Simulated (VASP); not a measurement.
VASP input:

**INCAR**
```
EDIFF=1E-6
LCHARG=.False.
LWAVE=.False.
SIGMA=0.1   ! width (eV)
LASPH=.True.   ! aspherical one-centre terms
ENCUT=300
PREC=Accurate
ISIF=2   ! forces and stress, cell fixed
GGA=PS   ! PBEsol
ALGO=Normal   ! blocked Davidson
ISMEAR=0   ! Gaussian
NELM=100   ! most electronic steps
LMAXMIX=4
SYSTEM=GaCu3
LREAL=.False.   ! projection in real space or not
```

**POSCAR**
```
GaCu3
1
    5.1573900000     0.0000000000     0.0000000000
   -2.5786950000     4.4664310000     0.0000000000
    0.0000000000     0.0000000000     4.2012400000
Ga Cu
2 6
Direct
  0.3333330000   0.6666670000   0.7500000000
  0.6666670000   0.3333330000   0.2500000000
  0.1653850000   0.3307700000   0.2500000000
  0.8346150000   0.6692300000   0.7500000000
  0.8346150000   0.1653850000   0.7500000000
  0.1653850000   0.8346150000   0.2500000000
  0.6692300000   0.8346150000   0.2500000000
  0.3307700000   0.1653850000   0.7500000000
```

File KPOINTS:
```
Automatic mesh
0
Gamma
5 5 5
0 0 0
```

POTCAR, in this order: Ga_d Cu (PBE.64 set). Program: vasp_std.

Task: Translate this PBEsol calculation to Ansatz.

Result: One equivalent input (not run):
Ansatz 0.2 input:
```yaml
crystal:
  lattice:
    - [5.1573900, 0.0000000, 0.0000000]
    - [-2.5786950, 4.4664310, 0.0000000]
    - [0.0000000, 0.0000000, 4.2012400]
  atoms:
    - { symbol: Ga, position: [0.3333330, 0.6666670, 0.7500000] }
    - { symbol: Ga, position: [0.6666670, 0.3333330, 0.2500000] }
    - { symbol: Cu, position: [0.1653850, 0.3307700, 0.2500000] }
    - { symbol: Cu, position: [0.8346150, 0.6692300, 0.7500000] }
    - { symbol: Cu, position: [0.8346150, 0.1653850, 0.7500000] }
    - { symbol: Cu, position: [0.1653850, 0.8346150, 0.2500000] }
    - { symbol: Cu, position: [0.6692300, 0.8346150, 0.2500000] }
    - { symbol: Cu, position: [0.3307700, 0.1653850, 0.7500000] }
kpoints:
  mp_grid: { grid: [5, 5, 5] }
hamiltonian:
  xc: pbesol
  pseudopotentials: { kind: paw }
scf:
  occupations: { method: gaussian, width: 0.1 }
  max_iter: 100
output: { forces: true, stress: true, eigenvalues: true }
```
Limits of the translation: each code has its own PAW files, so the cut-off isn't converted (ENCUT is set for VASP's; basis.ecutwfc is left out, and Ansatz then takes the one that its files recommend); Ansatz stops its SCF on the density residual and VASP on the energy change (EDIFF).

The structure comes from a computed database's GaCu3 entry (P6_3/mmc); how it stands against other phases isn't given here. The cell was not relaxed at this level. The run is one of a series of settings (GGA = PS, POTCAR Ga_d Cu (PBE.64 set) against the base run), some of them coarse on purpose.
